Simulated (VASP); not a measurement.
Data:

```
WCl6
1.0
    3.04400     1.75745     5.56000
   -3.04400     1.75745     5.56000
    0.00000    -3.51491     5.56000
W Cl
1 6
Direct
  0.00000   0.00000   0.00000
  0.37500   0.08000   0.78500
  0.78500   0.37500   0.08000
  0.08000   0.78500   0.37500
  0.62500   0.92000   0.21500
  0.21500   0.62500   0.92000
  0.92000   0.21500   0.62500
```

All values below come from PBEsol GGA, VASP's PBE PAW potentials (set 64) (plane waves; VASP). Settings: 300 eV cut-off, 4×4×4 Γ-centred mesh, Gaussian smearing of 0.050 eV, potentials W_sv Cl.

At this cut-off the stress carries a Pulay error, which pulls relaxed volumes low. Unless said otherwise, spin-orbit coupling is left out, though it shifts the bands of the heavy elements here.

Q: Estimate the energy per atom (σ→0), pressure, largest force, band gap (on the k-mesh) with the smallest direct gap where there is one.

A: 
```yaml
band gap (on the k-mesh): 1.79 eV
smallest direct gap (on the k-mesh): 1.86 eV
energy per atom (σ→0): -4.498 eV/atom
pressure: 44.6 kbar
largest_force: 1.227 eV/Å
```

Total energies compare only between runs with the same potentials, cut-off and functional.

The structure comes from a measured WCl6 entry of the Crystallography Open Database, whose conditions weren't checked. The cell was not relaxed at this level.
